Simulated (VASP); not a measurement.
Energy against volume of KF (rock salt). These are AM05 GGA, VASP's PBE PAW potentials (set 64) (plane waves; VASP) values and carry that method's errors.

```csv
V (Å³/atom),E (eV/atom)
18.251,-4.10702
18.833,-4.11338
19.416,-4.11591
19.998,-4.11515
20.581,-4.11170
```

Q: Fit a third-order Birch-Murnaghan equation of state.

A: 
The volume per atom is 19.56 Å³/atom, the bulk modulus is 28.6 GPa and the pressure derivative of the bulk modulus comes out as 4.79. The lattice constant a is 5.389 Å.

The compound is KF in the rock salt structure. It was relaxed first.
